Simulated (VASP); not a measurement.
# MgS (Niningerite): exact exchange and RPA correlation, part 6 of 6

How do semilocal functionals compare with the RPA for MgS (Niningerite), and at what cost? The scan starts from a database cell scaled to its smallest volume. The cell is of the rock-salt type. The start is a cell from a database of measured crystal structures.

VASP 6.6.1, plane waves and PAW; the level of theory is named at each step.

So far. Step 31 (Exact exchange, volume ratio 1.06): The Hartree-Fock energy on these orbitals is -7.0031 eV an atom. Step 32 (Empty bands, volume ratio 1.06): WAVECAR now holds 456 bands for 8 electrons.

## 33. RPA correlation, volume ratio 1.06

This step: RPA correlation on PBE orbitals; plane waves and PAW (S_GW, Mg_GW) (VASP 6.6.1).

RPA correlation at this point.

INCAR reads:

```
SYSTEM = MgS
PREC = Accurate
ENCUT = 300
ISMEAR = 0
SIGMA = 0.05
LREAL = .FALSE.
GGA = PE
NBANDS = 456
ALGO = ACFDT
ENCUTGW = 200
NOMEGA = 12
PRECFOCK = Fast
LWAVE = .FALSE.
LCHARG = .FALSE.
```

POSCAR reads:

```
MgS
1.0
    0.0000000000      2.6526756995      2.6526756995
    2.6526756995      0.0000000000      2.6526756995
    2.6526756995      2.6526756995      0.0000000000
S Mg
1 1
Direct
    0.5000000000      0.5000000000      0.5000000000
    0.0000000000      0.0000000000      0.0000000000
```

KPOINTS reads:

```
Automatic mesh
0
Gamma
4 4 4
0 0 0
```

PAW data sets: S_GW and Mg_GW (PBE family, release 64).

Run with:

```bash
$ mpirun -np 8 vasp_std
```

Log:

```text
[banner, memory and clock lines left out]
running    8 mpi-ranks, on    1 nodes
[...]
[... a notice as in an earlier step ...]

 LDA part: xc-table for (Slater+PW92), standard interpolation
 found WAVECAR, reading the header
 POSCAR, INCAR and KPOINTS ok, starting setup
[...]
reading WAVECAR
 the WAVECAR file was read successfully
 initial charge from wavefunction
 available memory per node:     34.28 GB, setting MAXMEM to     35101

 The Fermi energy was updated, please check that it is located mid-gap
 values below the HOMO (VB) or above the LUMO (CB) will cause erroneous energies
 E-fermi :   4.5754

 the WAVEDER file was read successfully
 set NWRITE>2 for more details about minimax calculation
 number of imaginary grid points requested:      12
 number of distinct grids requested:  1
 quadrature errors minimized for energies in [ 0.262E+01, 0.304E+03 ]
 bosonic grid (T=0, re) determined with error: 0.5044E-08
 bosonic grid (re): 0.5044E-08
[...]
NQ=   2    0.2500    0.0000    0.0000,
|.........|.........|.........|.........
 performed       2776000 updates of chi_q(r,r)
 total number of BLAS operations       1406.51 Gflops
NQ=   3    0.5000    0.0000    0.0000,
|.........|.........|.........|.........
 performed       4164000 updates of chi_q(r,r)
 total number of BLAS operations       2057.06 Gflops
NQ=   4    0.2500    0.2500    0.0000,
|.........|.........|.........|.........
 performed       5552000 updates of chi_q(r,r)
 total number of BLAS operations       2665.30 Gflops
NQ=   5    0.5000    0.2500    0.0000,
|.........|.........|.........|.........
 performed       6940000 updates of chi_q(r,r)
 total number of BLAS operations       3294.53 Gflops
NQ=   6   -0.2500    0.2500    0.0000,
|.........|.........|.........|.........
 performed       8328000 updates of chi_q(r,r)
 total number of BLAS operations       3923.75 Gflops
NQ=   7    0.5000    0.5000    0.0000,
|.........|.........|.........|.........
 performed       9716000 updates of chi_q(r,r)
 total number of BLAS operations       4511.38 Gflops
NQ=   8   -0.2500    0.5000    0.2500,
|.........|.........|.........|.........
 performed      11104000 updates of chi_q(r,r)
 total number of BLAS operations       5216.80 Gflops
 entering main loop
```

Elapsed: 18 s, on 8 MPI ranks of Intel Xeon 6975P-C (Granite Rapids), shared host; peak memory 1.3 GiB; 2.4 min of CPU time.

OUTCAR, selected parts (step 33):

```text
      cutoff energy     smooth cutoff   RPA   correlation   Hartree contr. to MP2
---------------------------------------------------------------------------------
            200.000           160.000      -11.3006790064      -17.4137291308
            190.476           152.381      -11.2475019378      -17.3554215666
            181.406           145.125      -11.1893213164      -17.2914086617
            172.768           138.214      -11.1272402919      -17.2228826957
            164.541           131.632      -11.0608510491      -17.1493034640
            156.705           125.364      -10.9886518259      -17.0689700577
            149.243           119.394      -10.9125975268      -16.9840045073
            142.136           113.709      -10.8313765088      -16.8927716831
  linear regression

[... 2 parts as in an earlier step ...]

[... 2 further parts left out ...]
[key lines of the parts left out:]
E-fermi :   4.5754
```

The correlation energy is -6.0014 eV an atom, +8 meV against the point before. With exact exchange the total is -13.0045 eV an atom.

## 34. Comparison: r2SCAN, volume ratio 1.06

This step: r2SCAN; plane waves and PAW (S_GW, Mg_GW) (VASP 6.6.1).

The comparison at this point.

INCAR reads:

```
SYSTEM = MgS
PREC = Accurate
ENCUT = 300
EDIFF = 1E-06
NELM = 100
ISMEAR = 0
SIGMA = 0.05
LREAL = .FALSE.
ALGO = Normal
METAGGA = R2SCAN
LASPH = .TRUE.
NBANDS = 10
LWAVE = .FALSE.
LCHARG = .FALSE.
KPAR = 8
```

POSCAR is that of step 33.

KPOINTS is that of step 33.

Run with:

```bash
$ mpirun -np 8 vasp_std
```

Log:

```text
[... set-up lines as in an earlier step ...]
 entering main loop
       N       E                     dE             d eps       ncg     rms          rms(c)
DAV:   1     0.676284E+01    0.67628E+01   -0.37596E+03   160   0.583E+02
DAV:   2    -0.162979E+02   -0.23061E+02   -0.22714E+02   222   0.902E+01
DAV:   3    -0.171061E+02   -0.80819E+00   -0.80723E+00   190   0.191E+01
DAV:   4    -0.171194E+02   -0.13346E-01   -0.13344E-01   220   0.245E+00
[...]
DAV:  11    -0.154442E+02   -0.71895E-05   -0.10876E-06   158   0.707E-03    0.127E-03
DAV:  12    -0.154442E+02    0.17921E-05   -0.11144E-07   118   0.197E-03    0.184E-04
DAV:  13    -0.154442E+02    0.61499E-06   -0.88091E-09   108   0.740E-04
   1 F= -.15444159E+02 E0= -.15444159E+02  d E =-.227508E-12
```

It took 4 s on 8 MPI ranks; peak memory 0.99 GiB.

OUTCAR, selected parts (step 34):

```text
  Total       -1.0581582     -1.0581582     -1.0581582     -0.0000000      0.0000000      0.0000000
  in kB      -45.4128462    -45.4128462    -45.4128462     -0.0000000      0.0000000      0.0000000
  external PRESSURE =     -45.4128462 kB  Pullay stress =       0.0000000 kB

  FREE ENERGIE OF THE ION-ELECTRON SYSTEM (eV)
  ---------------------------------------------------
  free  energy   TOTEN  =       -15.4441592065 eV

  energy  without entropy=      -15.4441592065  energy(sigma->0) =      -15.44415921

[... 3 parts as in an earlier step ...]

[... 1 further part left out ...]
[key lines of the parts left out:]
E-fermi :   3.2621
```

Its energy is -7.7221 eV an atom, on a zero of its own.

## 35. Orbitals for comparison: HSE06, volume ratio 1.06

This step: PBE; plane waves and PAW (S_GW, Mg_GW) (VASP 6.6.1).

Starting orbitals, as before.

INCAR reads:

```
SYSTEM = MgS
PREC = Accurate
ENCUT = 300
EDIFF = 1E-05
NELM = 100
ISMEAR = 0
SIGMA = 0.05
LREAL = .FALSE.
ALGO = Normal
GGA = PE
NBANDS = 10
LORBIT = 11
LWAVE = .TRUE.
LCHARG = .FALSE.
KPAR = 8
```

POSCAR is that of step 34.

KPOINTS is that of step 34.

Run with:

```bash
$ mpirun -np 8 vasp_std
```

Log:

```text
[... set-up lines as in an earlier step ...]
 entering main loop
       N       E                     dE             d eps       ncg     rms          rms(c)
[... 10 cycles as in an earlier step ...]
DAV:  11    -0.844357E+01    0.52980E-05   -0.14856E-05   126   0.192E-02
   1 F= -.84435703E+01 E0= -.84435703E+01  d E =-.772655E-14
 writing wavefunctions
```

Run time: 1.4 s. Hardware: 8 MPI ranks; peak memory 0.95 GiB.

Parts of OUTCAR (step 35):

```text
  Total       -0.7247867     -0.7247867     -0.7247867      0.0000000      0.0000000      0.0000000
  in kB      -31.1055827    -31.1055827    -31.1055827      0.0000000      0.0000000      0.0000000
  external PRESSURE =     -31.1055827 kB  Pullay stress =       0.0000000 kB

 POSITION                                       TOTAL-FORCE (eV/Angst)
 -----------------------------------------------------------------------------------
      2.65268      2.65268      2.65268         0.000000      0.000000     -0.000000
      0.00000      0.00000      0.00000        -0.000000     -0.000000      0.000000
 -----------------------------------------------------------------------------------
    total drift:                               -0.000000     -0.000000      0.000000

  FREE ENERGIE OF THE ION-ELECTRON SYSTEM (eV)
  ---------------------------------------------------
  free  energy   TOTEN  =        -8.4435703304 eV

  energy  without entropy=       -8.4435703304  energy(sigma->0) =       -8.44357033

[... 2 parts as in an earlier step ...]

[... 1 further part left out ...]
[key lines of the parts left out:]
E-fermi :   3.5188
```

The run ends at a pressure of -3.11 GPa.

## 36. Comparison: HSE06, volume ratio 1.06

This step: HSE06; plane waves and PAW (S_GW, Mg_GW) (VASP 6.6.1).

The comparison at this point.

INCAR reads:

```
SYSTEM = MgS
PREC = Accurate
ENCUT = 300
EDIFF = 1E-06
NELM = 100
ISMEAR = 0
SIGMA = 0.05
LREAL = .FALSE.
ALGO = Normal
LHFCALC = .TRUE.
AEXX = 0.25
GGA = PE
HFSCREEN = 0.2
LASPH = .TRUE.
NBANDS = 10
PRECFOCK = Fast
LWAVE = .FALSE.
LCHARG = .FALSE.
KPAR = 8
```

POSCAR is that of step 35.

KPOINTS is that of step 35.

The WAVECAR or CHGCAR of an earlier step is read.

Run with:

```bash
$ mpirun -np 8 vasp_std
```

Log:

```text
[... set-up lines as in an earlier step ...]
 entering main loop
       N       E                     dE             d eps       ncg     rms          rms(c)
DAV:   1    -0.983401E+01   -0.98340E+01   -0.19709E-01   180   0.266E+00    0.166E-01
DAV:   2    -0.983520E+01   -0.11918E-02   -0.34636E-03   190   0.372E-01    0.122E-01
DAV:   3    -0.983490E+01    0.29684E-03   -0.19905E-04   204   0.990E-02    0.760E-02
DAV:   4    -0.983478E+01    0.12120E-03   -0.42535E-05   238   0.437E-02    0.465E-02
DAV:   5    -0.983474E+01    0.45527E-04   -0.14535E-05   240   0.251E-02    0.277E-02
DAV:   6    -0.983472E+01    0.17053E-04   -0.56253E-06   234   0.159E-02    0.164E-02
DAV:   7    -0.983471E+01    0.64371E-05   -0.20970E-06   208   0.974E-03    0.974E-03
DAV:   8    -0.983471E+01    0.24320E-05   -0.71601E-07   108   0.599E-03    0.584E-03
DAV:   9    -0.983471E+01    0.94570E-06   -0.44908E-07    98   0.491E-03
   1 F= -.98347092E+01 E0= -.98347092E+01  d E =-.279410E-14
```

Run time: 5.2 s. Hardware: 8 MPI ranks; peak memory 1.7 GiB.

OUTCAR, selected parts (step 36):

```text
 POSITION                                       TOTAL-FORCE (eV/Angst)
 -----------------------------------------------------------------------------------
      2.65268      2.65268      2.65268         0.000000      0.000000     -0.000000
      0.00000      0.00000      0.00000        -0.000000     -0.000000      0.000000
 -----------------------------------------------------------------------------------
    total drift:                                0.000148      0.001175      0.000829

  FREE ENERGIE OF THE ION-ELECTRON SYSTEM (eV)
  ---------------------------------------------------
  free  energy   TOTEN  =        -9.8347091552 eV

  energy  without entropy=       -9.8347091552  energy(sigma->0) =       -9.83470916

[... 2 parts as in an earlier step ...]

[... 1 further part left out ...]
[key lines of the parts left out:]
E-fermi :   2.8390
```

Its energy is -4.9174 eV an atom, on a zero of its own.

## 37. Summary

This step: exact exchange and RPA correlation on PBE orbitals, beside r2SCAN, beside HSE06; plane waves and PAW (VASP 6.6.1).

This step runs nothing: it gathers the runs above.

This step gave:

```
equilibrium volume, EXX+RPA : 17.62 Å³/atom
bulk modulus                : 80.66 GPa
```

Table of energy above the lowest point by volume; values in meV/atom:

```
volume (Å³/atom)    PBE   EXX  EXX+RPA  r2SCAN  HSE06
          16.553   26.3  45.0     18.1    16.6   14.9
          17.081   8.85  19.8     4.14    3.78   2.92
          17.610  0.510  5.25        0       0      0
          18.138      0     0     3.25    4.13   4.90
          18.666   6.38  2.76     13.9    15.2   16.6
```

Cost is wall time times ranks on a shared host; the RPA row holds all its steps. Fits of the equation of state:

```
  level  V0 (Å³/atom)  B0 (GPa)  fit error (meV/atom)  minimum inside the series  cost a point (core minutes)
    PBE         17.91     74.78              0.007889                        yes                         0.19
    EXX         18.21     82.29              0.004643                        yes                         0.42
EXX+RPA         17.62     80.66                0.1186                        yes                         2.74
 r2SCAN         17.59      80.2              0.001359                        yes                          0.5
  HSE06         17.53     80.31              0.001732                        yes                         0.68
```

## 38. Summary of results

| Quantity | Value |
| --- | --- |
| PBE | V0 17.91 Å³/atom, B0 74.8 GPa |
| EXX | V0 18.21 Å³/atom, B0 82.3 GPa |
| EXX+RPA | V0 17.62 Å³/atom, B0 80.7 GPa |
| r2SCAN | V0 17.59 Å³/atom, B0 80.2 GPa |
| HSE06 | V0 17.53 Å³/atom, B0 80.3 GPa |

What this shows: Exact exchange with RPA correlation puts the minimum at 17.62 Å³ an atom, with a bulk modulus of 80.7 GPa. PBE puts the volume 1.6 % above EXX+RPA, at roughly 1/14 of its cost. r2SCAN puts the volume 0.22 % below EXX+RPA, at roughly 1/5 of its cost. HSE06 puts the volume 0.53 % below EXX+RPA, at roughly 1/4 of its cost. Correlation shrinks the exact-exchange volume by 3.2 %. Neither mesh nor response cutoff was varied, so differences in volume under about 1 % aren't resolved. Exact exchange and correlation are taken on one coarse mesh and aren't self-consistent; the correlation energy is extrapolated in the response cutoff by the program, which at the first volume adds -362 meV an atom to the value at the highest cutoff and varies with the volume; a small fit error says nothing about that part. NBANDS follows the largest plane-wave count of any k point, which rises in steps with the volume. The cheaper functionals share the mesh. Not tabulated here, as repeats of values shown or as unfit to read for their mesh, reference level or band range: eps2 curves (empty bands); eps1 curves and static values (empty bands); gaps (empty bands).

[Long decimals in the printed logs are rounded to 6 places.]

[Lines on the potential files, build, host, timing and source positions are cut from VASP's logs without a mark.]

[Logs are printed without paths, hosts, clocks, repeated set-up lines and the standing remarks that a program may print on its own settings, such as how far it seeks lower states.]

[Hosts, paths, dates, database ids (printed as entryN), source tags and the programs' standing remarks are cut or masked in the printed files.]

[Measured values are set beside computed ones only where the two were judged alike; some that the calculation misses by far are left out.]

[Pressures printed for these runs are not shown converged in the cutoff: they can be off by several GPa and have the wrong sign.]
